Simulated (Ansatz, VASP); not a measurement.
# Two plane-wave programs on BiO5

```
Bi O
1.0
     3.89939    0.00000    0.00000
    -1.94969    3.37697    0.00000
     0.00000    0.00000    5.94774
Bi O
1 5
Direct
  0.00000 0.00000 0.00000
  0.33333 0.66667 0.00000
  0.66667 0.33333 0.00000
  0.50000 0.00000 0.50000
  0.50000 0.50000 0.50000
  0.00000 0.50000 0.50000
```

Change from the starting cell: species swapped into the DyRh5 type (P6/mmm, No. 191).

Alike in both runs: functional PBE; k mesh 12 × 12 × 6; occupations gaussian, width 0.1 eV; no spin polarisation.

Ansatz relaxed the structure, and its values are those at the end. VASP's run is a single point on that final structure, the one shown.

|  | VASP | Ansatz |
| --- | --- | --- |
| version | VASP 6.6.1 | Ansatz 0.2.0 |
| potentials or method | VASP PAW PBE potentials, release 64 (Bi_d, O) | scalar-relativistic, plane waves, PAW |
| plane-wave cutoff (eV) | 520 | 420 |
| valence electrons in the cell | 45 | 45 |

|  | VASP | Ansatz | Ansatz less VASP |
| --- | --- | --- | --- |
| gap on the k mesh at the Fermi level (eV) | none | none | - |
| pressure (GPa) | 0.1 | 0.0 | -0.09 |

A gap of «none» marks a metal or a gap that the smearing closes. The functional is the same, so the differences come from potentials, cutoffs and numerics.

Caveats: spin-orbit coupling is left out, which moves the levels of the heavy elements; an odd number of electrons without spin polarisation forces a metal; a magnetic or distorted state may lie lower.
